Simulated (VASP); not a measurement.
Method: r2SCAN meta-GGA, VASP's PBE PAW potentials (set 64) (plane waves; VASP).

A VASP calculation is set up with these files.

File POSCAR:
```
CuI
1
    4.2463208122     0.0000000000    -0.0021623505
    0.0000000000     8.5083329138     0.0000000000
   -4.2448455543     0.0000000000     6.0134701251
Cu I
4 4
Direct
  0.7295757616   0.6265370599   0.2680308221
  0.7295757616   0.3734629401   0.7680308221
  0.7351552665   0.1234274814   0.2692959987
  0.7351552665   0.8765725186   0.7692959987
  0.9785190249   0.6247511821   0.0170453804
  0.9785190249   0.3752488179   0.5170453804
  0.9838599469   0.1250718123   0.0185377988
  0.9838599469   0.8749281877   0.5185377988
```

**INCAR**
```
ALGO = Normal
EDIFF = 1E-7
ENCUT = 400
ISIF = 2
ISMEAR = -5
LASPH = .True.
LCHARG = .False.
LEFG = .True.
LMAXMIX = 4
LMIXTAU = .True.
LORBIT = 11
LREAL = .False.
LWAVE = .False.
METAGGA = R2SCAN
NEDOS = 601
NELM = 100
PREC = Accurate
SYSTEM = CuI
```

KPOINTS:
```
Automatic mesh
0
Gamma
7 3 4
0 0 0
```

### KPOINTS_OPT
```
k-points along high-symmetry lines
6
Line-mode
Reciprocal
  0.000000   0.000000   0.000000 ! GAMMA
  0.000000   0.500000   0.000000 ! Z

  0.000000   0.500000   0.000000 ! Z
  0.000000   0.500000   0.500000 ! D

  0.000000   0.500000   0.500000 ! D
  0.000000   0.000000   0.500000 ! B

  0.000000   0.000000   0.500000 ! B
  0.000000   0.000000   0.000000 ! GAMMA

  0.000000   0.000000   0.000000 ! GAMMA
 -0.500000   0.000000   0.500000 ! A

 -0.500000   0.000000   0.500000 ! A
 -0.500000   0.500000   0.500000 ! E

 -0.500000   0.500000   0.500000 ! E
  0.000000   0.500000   0.000000 ! Z

  0.000000   0.500000   0.000000 ! Z
 -0.500000   0.500000   0.000000 ! C_2

 -0.500000   0.500000   0.000000 ! C_2
 -0.500000   0.000000   0.000000 ! Y_2

 -0.500000   0.000000   0.000000 ! Y_2
  0.000000   0.000000   0.000000 ! GAMMA
```

POTCAR, in this order: Cu I (PBE.64 set). Program: vasp_std.

Unless said otherwise, spin-orbit coupling is left out, though it shifts the bands of the heavy elements here.

Task: Estimate the energy per atom (σ→0), band gap (over mesh and band path).

Result: 
energy per atom (σ→0): -17.895 eV/atom
band gap (over mesh and band path): 1.69 eV

OSZICAR:
```
...
DAV:  18    -0.143161908229E+03   -0.36090E-04   -0.22362E-05  3436   0.573E-02    0.806E-03
DAV:  19    -0.143161907982E+03    0.24715E-06   -0.57735E-06  3541   0.358E-02    0.148E-03
DAV:  20    -0.143161909306E+03   -0.13244E-05   -0.56086E-07  2594   0.772E-03    0.214E-03
DAV:  21    -0.143161910250E+03   -0.94390E-06   -0.24629E-07  2120   0.636E-03    0.480E-04
DAV:  22    -0.143161910221E+03    0.29545E-07   -0.62110E-08  1541   0.460E-03
   1 F= -.14316191E+03 E0= -.14316191E+03  d E =0.000000E+00
       N       E                     dE             ncg
       N       E                     dE             ncg
```

The structure comes from a computed database's CuI entry (Pc); how it stands against other phases isn't given here. It was relaxed first.
